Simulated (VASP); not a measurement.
# ScGa3 (Pm-3m) in VASP: density of states with LDA

Aim: the density of states of ScGa3 with LDA.

Program: VASP 6.6.1. These are calculated values, not measurements. Logs are shortened: lines on timing, memory, paths and dates and some standing lists are left out, and cuts for length are marked.

### 1 The structure

The structure is cubic, space group Pm-3m (No. 221). Conventional cell: a = 4.001 Å, b = 4.001 Å, c = 4.001 Å, α = 90.00°, β = 90.00°, γ = 90.00°. Around Sc (site symmetry m-3m) lie 12 Ga at 2.83 Å. Ga (site symmetry 4/mmm) has 4 Sc at 2.83 Å and 8 Ga at 2.83 Å as nearest neighbours.

### 2 Density of states, LDA

The input, POSCAR:

```
ScGa3                                   
1.0
    4.0006145411     -0.0000000000      0.0000000000
   -0.0000000000      4.0006145411      0.0000000000
   -0.0000000000     -0.0000000000      4.0006145411
  Sc              Ga            
     1     3
Direct
     0.0000000000000000    0.0000000000000000    1.0000000000000000
     0.0000000000000000    0.5000000000000000    0.5000000000000000
     0.5000000000000000    0.0000000000000000    0.5000000000000000
     0.5000000000000000    0.5000000000000000    1.0000000000000000
```

The input, INCAR.step1:

```
SYSTEM = ScGa3
  PREC = Accurate
  ENCUT = 350
  EDIFF = 1E-7
  ISMEAR = 0
  SIGMA = 0.1
  LREAL = .False.
  LASPH = .True.
  NELM = 100
  ALGO = Fast
  ISIF = 2
  LWAVE = .False.
  LCHARG = .True.
  LMAXMIX = 4
  GGA = CA
```

The input, KPOINTS.step1:

```
regular mesh
0
Gamma
  6 6 6
  0 0 0
```

The input, INCAR.step2:

```
SYSTEM = ScGa3
  PREC = Accurate
  ENCUT = 350
  EDIFF = 1E-7
  ISMEAR = -5
  SIGMA = 0.1
  LREAL = .False.
  LASPH = .True.
  NELM = 100
  ALGO = Fast
  ISIF = 2
  LWAVE = .False.
  LCHARG = .False.
  LMAXMIX = 4
  GGA = CA
  LORBIT = 11
  NEDOS = 2001
  ICHARG = 11
```

The input, KPOINTS.step2:

```
regular mesh
0
Gamma
  9 9 9
  0 0 0
```

Potentials or basis: VASP PAW LDA potentials, release 64 (Sc_sv, Ga_d).

Launch:

```sh
$ cat potpaw_LDA.64/Sc_sv/POTCAR potpaw_LDA.64/Ga_d/POTCAR > POTCAR
$ cp INCAR.step1 INCAR
$ cp KPOINTS.step1 KPOINTS
$ mpirun -np 1 vasp_std > vasp.out
$ cp INCAR.step2 INCAR
$ cp KPOINTS.step2 KPOINTS
$ mpirun -np 1 vasp_std > vasp.out
```

OUTCAR:

```text
SYSTEM = ScGa3
   PREC = Accurate
   ENCUT = 350
   EDIFF = 1E-7
   ISMEAR = -5
   LREAL = .False.
   LASPH = .True.
   NELM = 100
   ISIF = 2
   GGA = CA
   LORBIT = 11
   ICHARG = 11

 ion  position               nearest neighbor table
   1  0.000  0.000  0.000-   2 2.83   3 2.83   4 2.83   2 2.83   3 2.83   2 2.83   4 2.83   2 2.83
                             3 2.83   4 2.83   3 2.83   4 2.83
   2  0.000  0.500  0.500-   1 2.83   3 2.83   4 2.83   1 2.83   4 2.83   1 2.83   3 2.83   1 2.83
                             3 2.83   4 2.83   4 2.83   3 2.83
   3  0.500  0.000  0.500-   1 2.83   2 2.83   4 2.83   1 2.83   4 2.83   2 2.83   4 2.83   4 2.83
                             1 2.83   2 2.83   1 2.83   2 2.83
   4  0.500  0.500  0.000-   1 2.83   2 2.83   3 2.83   2 2.83   3 2.83   1 2.83   3 2.83   3 2.83
                             1 2.83   2 2.83   2 2.83   1 2.83

  LATTYP: Found a simple cubic cell.
 ALAT       =     4.0006145411

  Lattice vectors:

 A1 = (   4.0006145411,   0.0000000000,   0.0000000000)
 A2 = (   0.0000000000,   4.0006145411,   0.0000000000)
 A3 = (   0.0000000000,   0.0000000000,   4.0006145411)

Analysis of symmetry for initial positions (statically):
=====================================================================
 Subroutine PRICEL returns:
 Original cell was already a primitive cell.

 Routine SETGRP: Setting up the symmetry group for a
 simple cubic supercell.

 Subroutine GETGRP returns: Found 48 space group operations
 (whereof 48 operations were pure point group operations)
 out of a pool of 48 trial point group operations.

The static configuration has the point symmetry O_h .

Analysis of symmetry for dynamics (positions and initial velocities):
=====================================================================
 Subroutine PRICEL returns:
 Original cell was already a primitive cell.

 Routine SETGRP: Setting up the symmetry group for a
 simple cubic supercell.

 Subroutine GETGRP returns: Found 48 space group operations
 (whereof 48 operations were pure point group operations)
 out of a pool of 48 trial point group operations.

The dynamic configuration has the point symmetry O_h .

 Subroutine INISYM returns: Found 48 space group operations
 (whereof 48 operations are pure point group operations),
 and found     1 'primitive' translations

[... 109 lines left out ...]
   TEBEG  =    0.0;   TEEND  =   0.0 temperature during run
   PSTRESS=    0.0 pullay stress
   NELECT =      50.0000    total number of electrons
   NUPDOWN=      -1.0000    fix difference up-down
   EMIN   =  10.00;   EMAX   =-10.00  energy-range for DOS
   EFERMI =   0.00;   METHOD = LEGACY
   ISMEAR =    -5;   SIGMA  =   0.10  broadening in eV -4-tet -1-fermi 0-gaus
   EFERMI_NEDOS =   21; number of points for ismear=-14 and -15
   IALGO  =     68    algorithm
   IMIX   =      4    mixing-type and parameters
     AMIX     =   0.40;   BMIX     =  1.00
     AMIX_MAG =   1.60;   BMIX_MAG =  1.00
  volume/ion in A,a.u.               =      16.01       108.02
  Fermi-wavevector in a.u.,A,eV,Ry     =   1.507549  2.848855 30.922018  2.272704
  Thomas-Fermi vector in A             =   2.618120
   LORBIT       =     11    0 simple, 1 ext, 2 COOP (PROOUT), +10 PAW based schemes
   GGA     = CA    functional components
   LHFCALC =     F    Hartree Fock is set to
   AEXX    =    0.0000 exact exchange contribution
   IVDW    =     0    specifies the selected vdW correction
   LEPSILON=     F    determine dielectric tensor
   LRPA    =     F    only Hartree local field effects (RPA)
 non-spin polarized calculation
 RMM-DIIS sequential band-by-band and
 Fermi weights with tetrahedron method with Bloechl corrections
  energy-cutoff  :      350.00
  volume of cell :       64.03
 maximum number of plane-waves:       963

 number of electron      50.0000158 magnetization

 Free energy of the ion-electron system (eV)
  ---------------------------------------------------
  ext. energy  EPLUGINS =         0.00000000
  ---------------------------------------------------
  free energy    TOTEN  =       -19.83727857 eV

  energy without entropy =      -19.83727857  energy(sigma->0) =      -19.83727857

 E-fermi :   6.8440     XC(G=0): -12.1717

 val. band max:        6.8734738604   @ k =   0.2222   0.2222   0.1111
 cond. band min:       6.9699166295   @ k =   0.3333   0.1111   0.0000
 fundamental gap:      0.0964427691
 Fermi energy:         6.8440138817

 k-point     1 :       0.0000    0.0000    0.0000
  band No.  band energies     occupation
      1     -41.6306      2.00000
      2     -20.6853      2.00000
      3     -20.6853      2.00000
      4     -20.6853      2.00000
      5      -8.4889      2.00000
      6      -8.4532      2.00000
[... 781 lines left out ...]
     29       9.8249      0.00000
     30      10.5636      0.00000

 [... further k-points ...]

------------------------ aborting loop because EDIFF is reached ----------------------------------------

  FORCE on cell =-STRESS in cart. coord.  units (eV):
  Direction    XX          YY          ZZ          XY          YZ          ZX
  --------------------------------------------------------------------------------------
  -------------------------------------------------------------------------------------
  Total       -0.4417831     -0.4417831     -0.4417831      0.0000000      0.0000000      0.0000000
  in kB      -11.0545109    -11.0545109    -11.0545109      0.0000000      0.0000000      0.0000000
  external PRESSURE =     -11.0545109 kB  Pullay stress =       0.0000000 kB

 VOLUME and BASIS-vectors are now :
 -----------------------------------------------------------------------------
  energy-cutoff  :      350.00
  volume of cell :       64.03
      direct lattice vectors                 reciprocal lattice vectors
     4.000614541  0.000000000  0.000000000     0.249961597  0.000000000  0.000000000
     0.000000000  4.000614541  0.000000000     0.000000000  0.249961597  0.000000000
     0.000000000  0.000000000  4.000614541     0.000000000  0.000000000  0.249961597

 POSITION                                       TOTAL-FORCE (eV/Angst)
 -----------------------------------------------------------------------------------
      0.00000      0.00000      0.00000         0.000000      0.000000      0.000000
      0.00000      2.00031      2.00031         0.000000      0.000000      0.000000
      2.00031      0.00000      2.00031         0.000000      0.000000      0.000000
      2.00031      2.00031      0.00000         0.000000      0.000000      0.000000
 -----------------------------------------------------------------------------------
    total drift:                                0.000000     -0.000000     -0.000000

  FREE ENERGIE OF THE ION-ELECTRON SYSTEM (eV)
  ---------------------------------------------------
  free  energy   TOTEN  =       -19.8372785688 eV

  energy  without entropy=      -19.8372785688  energy(sigma->0) =      -19.83727857

 total charge

# of ion       s       p       d       tot
------------------------------------------
    1        2.182   6.145   1.329   9.655
    2        0.953   0.794   9.970  11.716
    3        0.953   0.794   9.970  11.716
    4        0.953   0.794   9.970  11.716
--------------------------------------------------
tot          5.041   8.526  31.238  44.805
```

OUTCAR.step1:

```text
SYSTEM = ScGa3
   PREC = Accurate
   ENCUT = 350
   EDIFF = 1E-7
   ISMEAR = 0
   LREAL = .False.
[... 888 lines left out ...]
      0.00000      2.00031      2.00031         0.000000      0.000000      0.000000
      2.00031      0.00000      2.00031         0.000000      0.000000      0.000000
      2.00031      2.00031      0.00000         0.000000      0.000000      0.000000
 -----------------------------------------------------------------------------------
    total drift:                                0.000000     -0.000000     -0.000000

  FREE ENERGIE OF THE ION-ELECTRON SYSTEM (eV)
  ---------------------------------------------------
  free  energy   TOTEN  =       -19.8610833438 eV

  energy  without entropy=      -19.8573100794  energy(sigma->0) =      -19.85919671
```

OSZICAR.step1:

```text
N       E                     dE             d eps       ncg     rms          rms(c)
DAV:   1     0.369663437436E+03    0.36966E+03   -0.18694E+04  1214   0.237E+03
DAV:   2     0.198461154867E+02   -0.34982E+03   -0.34388E+03  1208   0.588E+02
DAV:   3    -0.196454862339E+02   -0.39492E+02   -0.38697E+02  1630   0.171E+02
[... 10 lines left out ...]
RMM:  14    -0.198610797902E+02   -0.15856E-04   -0.18326E-04  1886   0.722E-02    0.660E-03
RMM:  15    -0.198610823644E+02   -0.25742E-05   -0.33287E-05  1786   0.375E-02    0.208E-03
RMM:  16    -0.198610829884E+02   -0.62397E-06   -0.10337E-05  1687   0.210E-02    0.598E-04
RMM:  17    -0.198610832170E+02   -0.22863E-06   -0.27256E-06  1357   0.110E-02    0.240E-04
RMM:  18    -0.198610833140E+02   -0.96999E-07   -0.10025E-06  1066   0.761E-03    0.363E-04
RMM:  19    -0.198610833438E+02   -0.29807E-07   -0.33640E-07   973   0.521E-03
   1 F= -.19861083E+02 E0= -.19859197E+02  d E =-.377326E-02
```

Run time: 19 s. Hardware: 1 thread of Intel Xeon 6975P-C (Granite Rapids), shared host; peak memory 0.14 GiB.

Results:

| Quantity | Value |
| --- | --- |
| Valence electrons inside the program's atomic spheres | Sc 9.65; Ga 11.72 |

Levels at points of the mesh, in eV from the Fermi level:
```tsv
k point	band 23	band 24	band 25	band 26	band 27	band 28
(0.00, 0.00, 0.00)	-2.04	-2.04	-2.04	1.84	1.84	1.84
```

States per cell in windows of 1 eV (zero at the Fermi level; states under -8 eV left out):
| from (eV) | total | Sc1_d | Ga2_p | Ga3_p | Ga4_p | Ga2_s | Ga3_s |
| --- | --- | --- | --- | --- | --- | --- | --- |
| -8.0 | 0.70 | 0.01 | 0.02 | 0.02 | 0.02 | 0.09 | 0.09 |
| -7.0 | 1.22 | 0.03 | 0.04 | 0.04 | 0.04 | 0.18 | 0.18 |
| -6.0 | 1.12 | 0.06 | 0.04 | 0.04 | 0.04 | 0.16 | 0.16 |
| -5.0 | 0.78 | 0.06 | 0.04 | 0.04 | 0.04 | 0.09 | 0.09 |
| -4.0 | 1.20 | 0.10 | 0.11 | 0.11 | 0.11 | 0.06 | 0.06 |
| -3.0 | 1.74 | 0.21 | 0.19 | 0.19 | 0.19 | 0.03 | 0.03 |
| -2.0 | 2.11 | 0.47 | 0.21 | 0.21 | 0.21 | 0.03 | 0.03 |
| -1.0 | 1.33 | 0.38 | 0.11 | 0.11 | 0.11 | 0.03 | 0.03 |
| 0.0 | 1.55 | 0.40 | 0.12 | 0.12 | 0.12 | 0.07 | 0.07 |
| 1.0 | 1.99 | 0.81 | 0.12 | 0.12 | 0.12 | 0.05 | 0.05 |
| 2.0 | 3.84 | 2.31 | 0.12 | 0.12 | 0.12 | 0.07 | 0.07 |
| 3.0 | 2.64 | 1.27 | 0.10 | 0.10 | 0.10 | 0.10 | 0.10 |
| 4.0 | 0.00 | 0.00 | 0.00 | 0.00 | 0.00 | 0.00 | 0.00 |
| 5.0 | 0.00 | 0.00 | 0.00 | 0.00 | 0.00 | 0.00 | 0.00 |

Caveat: the cutoff is under 1.25 times the usual one of these potentials, so pressure, stress and relaxed cells hold a basis-set (Pulay) error; tetrahedron occupations give inexact forces and stress in metals.
